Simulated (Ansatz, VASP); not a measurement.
# Cross-check of Si2Ni between VASP and Ansatz, part 2 of 2

One calculation is typed for both programs; each brings its own data sets. How far apart do they land? The cell is taken from a series of runs on this material, whose earlier steps may have relaxed, scaled, displaced or heated it; both programs get it as it stands.

VASP 6.6.1 and Ansatz 0.2.0.

So far: The structure; VASP: zone-centre phonons, LDA.

## (3) Ansatz: zone-centre phonons, LDA

Level of this step: Ansatz beside VASP: Kohn-Sham DFT, plane waves, LDA (Ansatz).

Ansatz runs on its PAW soft_1 files.

The same cell, functional (in two slightly different forms), mesh and smearing now go to Ansatz, which takes its cutoff from its data sets.

input.yaml

```yaml
crystal:
  lattice:
    - [0.0, 2.7272644904, 2.7272644904]
    - [2.7272644904, 0.0, 2.7272644904]
    - [2.7272644904, 2.7272644904, 0.0]
  atoms:
    - { symbol: Si, position: [0.25, 0.25, 0.25] }
    - { symbol: Si, position: [0.75, 0.75, 0.75] }
    - { symbol: Ni, position: [0.0, 0.0, 0.0] }
kpoints:
  mp_grid: { grid: [16, 16, 16] }
hamiltonian:
  xc: lda
  pseudopotentials: { kind: paw, azcp: { folder: soft_1 }, xc_functional: pbe }
scf:
  occupations: { method: methfessel_paxton, width: 0.2 }
output:
  eigenvalues: true
phonons:
  method: dfpt
```

Run with:

```
$ ansatz run input.yaml --threads 4 --pin off --max-ram 10240MiB --backend cpu --events-out ev --progress --plain --runs-dir out
```

Numbers of over 12 decimals in the logs are rounded to 6 here.

Output:

```text
zone centre: on kpoints.mp_grid the ground state, and the responses unless they are solved on pairs of k-points, stand on 349 of the mesh's 4096 k-points, reduced under 8 symmetry operations, with k and −k counted as one. Each operation leaves every solved displacement unchanged or reverses it
Engine: ansatz 0.2.0, x86_64-unknown-linux-gnu
Pseudopotentials: kind: paw
Pseudopotential: Si, paw, valence charge 4, recommended cutoff 420 eV (normal), soft_1/Si.paw.azcp
Pseudopotential: Ni, paw, valence charge 18, recommended cutoff 420 eV (normal), soft_1/Ni.paw.azcp
Functional definition: SPW92
  exchange = slater_x
  correlation = pw_c
Crystal: 3 atoms, lattice volume = 40.571 Å³
Basis set: ecut = 420 eV, 821 PW (Γ), exchange–correlation on 54×54×54 points (8 copies of the dense FFT grid, shifted against one another)
Bands: 17, of which v1, the nominal top of the filled ones, is band 13 counted from 1 (12 counted from 0)
Symmetry: 48 space group operations
k-points: 349 of 4096 (irreducible under 8 space group operations, time reversal used)
Non-local potential: Si, projectors of the file, l = 0: 2, l = 1: 2, l = 2: 1
Non-local potential: Ni, projectors of the file, l = 0: 3, l = 1: 2, l = 2: 3, l = 3: 1
PAW form: soft (Blöchl's): semilocal exchange-correlation on the pseudo side does not see the compensation charge
PAW frozen core: Si, regenerated for the run's functional, and the local potential with it (the file was generated under x = pbe(κ = 0.804, μ = 0.219515), c = pbe(β = 0.066725))
PAW frozen core: Ni, regenerated for the run's functional, and the local potential with it (the file was generated under x = pbe(κ = 0.804, μ = 0.219515), c = pbe(β = 0.066725))
PAW one-centre angular grid: Si, 110 points (default); XC on 64 Gauss nodes
PAW one-centre angular grid: Ni, 590 points (default); XC on 64 Gauss nodes
Initial density: superposition of atomic densities (chi_scale 0.1, normalization cell, long waves kept (reshape's long-wave potential 0.00 eV rms))
Initial wavefunctions: pseudopotential atomic-orbital guess
Functional: x = slater, c = lda
SCF iter   1: F=—  HF=-6993.012139 eV  |F-HF|=—  |Δ(HF+E_count)|=         —  Δρ=9.16e-2  dr2=4.48e0  ethr=3.10e-3  ⟨swp⟩=5.3  Hψ=30191  notcnv=0
preconditioner: auto → Kerker (q_TF=auto, 2.533 Å⁻¹)  [metal: Δε(μ)=0.012 eV  Ē_g=8.698 eV  σ=0.200 eV  W_gap=0.05  n_scr=14 (ndim 8)  ℏωp=24.7 eV  f_vac=0.000  D(μ)=0.72/eV (n_scr^D=0)]
SCF iter   2: F=—  HF=-6992.406577 eV  |F-HF|=—  |Δ(HF+E_count)|=   6.06e-1  S|Δr|=    0.00e0  Δρ=3.87e-2  dr2=1.15e0  ethr=3.10e-3  ⟨swp⟩=2.8  Hψ=11999  notcnv=0  defer=9
SCF iter   3: F=—  HF=-6992.073936 eV  |F-HF|=—  |Δ(HF+E_count)|=   3.33e-1  S|Δr|=    0.00e0  Δρ=2.42e-2  dr2=2.73e-1  ethr=3.10e-3  ⟨swp⟩=2.6  Hψ=11069  notcnv=0  defer=9
SCF iter   4: F=—  HF=-6992.031451 eV  |F-HF|=—  |Δ(HF+E_count)|=   4.25e-2  S|Δr|=    0.00e0  Δρ=1.16e-2  dr2=4.01e-2  ethr=1.05e-3  ⟨swp⟩=2.0  Hψ=9900  notcnv=0  defer=5
SCF iter   5: F=—  HF=-6992.029946 eV  |F-HF|=—  |Δ(HF+E_count)|=   1.51e-3  S|Δr|=    0.00e0  Δρ=7.27e-3  dr2=1.83e-2  ethr=1.54e-4  ⟨swp⟩=2.1  Hψ=7326  notcnv=0  defer=5
SCF iter   6: F=—  HF=-6992.028732 eV  |F-HF|=—  |Δ(HF+E_count)|=   1.21e-3  S|Δr|=    0.00e0  Δρ=3.81e-3  dr2=5.44e-3  ethr=7.02e-5  ⟨swp⟩=1.0  Hψ=5938  notcnv=0  defer=5
SCF iter   7: F=—  HF=-6992.028022 eV  |F-HF|=—  |Δ(HF+E_count)|=   7.09e-4  S|Δr|=    0.00e0  Δρ=9.84e-4  dr2=3.43e-4  ethr=2.09e-5  ⟨swp⟩=1.0  Hψ=5928  notcnv=0  defer=5
SCF iter   8: F=—  HF=-6992.027987 eV  |F-HF|=—  |Δ(HF+E_count)|=   3.56e-5  S|Δr|=    0.00e0  Δρ=1.07e-4  dr2=4.45e-6  ethr=1.32e-6  ⟨swp⟩=1.2  Hψ=6139  notcnv=0  defer=5
SCF iter   9: F=—  HF=-6992.027991 eV  |F-HF|=—  |Δ(HF+E_count)|=   4.46e-6  S|Δr|=    0.00e0  Δρ=6.96e-6  dr2=1.39e-8  ethr=1.71e-8  ⟨swp⟩=2.2  Hψ=8256  notcnv=0  defer=5
SCF iter  10: F=—  HF=-6992.028003 eV  |F-HF|=—  |Δ(HF+E_count)|=   1.14e-5  S|Δr|=    0.00e0  Δρ=1.21e-6  dr2=4.50e-10  ethr=5.34e-11  ⟨swp⟩=2.1  Hψ=9560  notcnv=0  defer=5
SCF iter  11: F=—  HF=-6992.028003 eV  |F-HF|=—  |Δ(HF+E_count)|=  1.63e-10  S|Δr|=    0.00e0  Δρ=1.91e-7  dr2=1.34e-11  ethr=1.73e-12  ⟨swp⟩=2.4  Hψ=8663  notcnv=0  defer=5
SCF iter  12: F=-6992.028003 eV  HF=-6992.028003 eV  |F-HF|=0.00e0  |Δ(HF+E_count)|=  9.09e-13  S|Δr|=    0.00e0  Δρ=4.86e-8  dr2=6.79e-13  ethr=1.00e-12  ⟨swp⟩=5.2  Hψ=25222  notcnv=0
SCF 1 converged in 12 iterations: F = -6992.028003 eV  dr2 = 6.79e-13
  greatest PAW one-centre occupation: 1.001 electrons in one spin orbital (limit 2), on the Ni atom at site 2 (counted from 0), in its partial waves of l = 1
DFPT response loops at Γ: preconditioner auto → Kerker (q_TF=auto, 2.533 Å⁻¹) (partly filled bands, converged f_vac=0.002); β = 1.00, the filter's whole step (`scf.mixing.beta` (0.50) is not read by the response loops under this deck's `scf.mixing.preconditioner`; to damp them name `kerker` or `kerker_dos`, under which they read `scf.mixing.beta`, and type it under 1.00, their step now; both keys bind the ground state too); Broyden in place of MSR1
SCF converged after 12 iterations
Stability not checked: this state was not tested for a lower state beside it, because cold or Methfessel-Paxton smearing, or corrected tetrahedra, fill the levels in a way that the test cannot read (fill_not_monotonic; see scf.lower_state_search)
Free energy (F): -6992.028003 eV
Harris-Foulkes:  -6992.028003 eV  (|F-HF|=0.00e0)
Internal energy: -6992.026897 eV  (E = F + TS)
E sigma→0 (E₀):  -6992.027726 eV
Entropy (-TS):   -0.001105 eV (-0.368 meV/atom)
Fermi energy:    12.437711 eV
--- Per-component energies (eV) ---
  E_band       = -357.908007
  E_kinetic    = 428.299008
  E_local      = -4249.558888  (includes V_loc(G=0)·N_el)
  E_nonlocal   = -70.146095
  E_hartree    = 2189.107094
  E_xc         = -227.815219
  E_vxc        = -246.488607  (∫ρ·V_xc dr)
  E_paw        = -2557.157978  (= ΣΔE_a)
  E_vpaw       = -598.228643  (= ΣTr[D̂ρ^β])
  E_aug_tail   = 0.000964  (compensation charges beyond the density's cutoff)
  E_ewald      = -2505.358566
  E_core_change = 0.602783  (= ΣΔE_core)
  E_smearing   = -0.001105  (= −TS)
  E_closure    = 0.000000  (closes the sum)
  Σ components = -6992.028003   (vs F -6992.028003, Δ=0.00e0)
--- Band table (eV; the first three rows and the last of 349) ---
  k-point 0: bands = [... 9 lower, 9.1011, 11.8724, 14.1672, 14.1672, 14.1672, 14.7819, 14.7819, 14.7819]
  k-point 1: bands = [... 9 lower, 9.0902, 11.8611, 13.4191, 13.8473, 13.8473, 15.1028, 15.1028, 15.5930]
  k-point 2: bands = [... 9 lower, 9.0625, 11.5395, 12.9270, 13.3626, 13.3626, 15.4218, 15.4218, 16.3681]
  k-point 348: bands = [... 9 lower, 8.8552, 8.9697, 9.4167, 10.1408, 14.6302, 14.6302, 17.1367, 17.6721]
--- Phonons (Γ-DFPT): 2 representative perturbations + reference, on 349 of 4096 k-points (Σ response iterations 6) ---
  k mesh reduced under 8 symmetry operations, with k and −k counted as one. Each operation leaves every solved displacement unchanged or reverses it
  ASR residual: 2.136e-5 → 0.000e0 eV/Å²; symmetrization residual: 1.670e-6 eV/Å²
  ASR residual per site (eV/Å²): 5.96e-6 5.96e-6 2.14e-5
  Γ frequencies (cm⁻¹): 0.00 0.00 0.00 277.07 277.07 277.07 294.98 294.98 294.98
  non-analytic LO–TO correction: not included (Born effective charges unavailable; polar crystals: no LO–TO splitting at Γ)
```

Reading the cycles: dr2 is the Hartree energy of the density residual (eV), the measure of convergence; HF is the Harris–Foulkes estimate of the energy, which meets the free energy F at convergence.

## (4) Differences

Known differences besides the potentials themselves: the two LDA forms differ slightly; the data sets hold 26 valence electrons in Ansatz (on its PAW soft_1 files) and 18 in VASP; the cutoff is 420 eV in Ansatz and 600 eV in VASP; VASP's log shows a relativistic correction to its local exchange, Ansatz's none. Total energies have different zeros and are not compared.

Compared:

```tsv
quantity	Ansatz	VASP	difference
optical mode 1 to 3 (cm⁻¹)	277.1	278.5	-0.53 %
optical mode 4 to 6 (cm⁻¹)	295.0	295.1	-0.04 %
```

Modes are paired by rising frequency, not by their patterns, so a pair may set unlike modes beside each other; they are those without the splitting of longitudinal modes.

## (5) Outcome

```
r.m.s. difference of the optical zone-centre modes, each program's sorted by frequency (zone-centre phonons, LDA) : 1.0 cm⁻¹
difference in optical mode 1 to 3 (zone-centre phonons, LDA)                                                      : -0.5 %
```

In words: The r.m.s. difference of the optical zone-centre modes, each program's sorted by frequency is 1.0 cm⁻¹ (zone-centre phonons, LDA). The data sets hold unlike numbers of valence electrons (26 in Ansatz and 18 in VASP), so part of the differences comes from the potentials. Among the rows given in per cent, the largest difference of the zone-centre phonons, LDA pair is in optical mode 1 to 3, -0.5 %. Such differences can come from data sets, numerical settings and the points named under the comparisons, not from the functional's error against experiment.

[Lines on the potential files, build, host, timing and source positions are cut from VASP's logs without a mark.]

[Logs are printed without paths, hosts, clocks, repeated set-up lines and the standing remarks that a program may print on its own settings, such as how far it seeks lower states.]

[Hosts, paths, dates, database ids (printed as entryN), source tags and the programs' standing remarks are cut or masked in the printed files.]
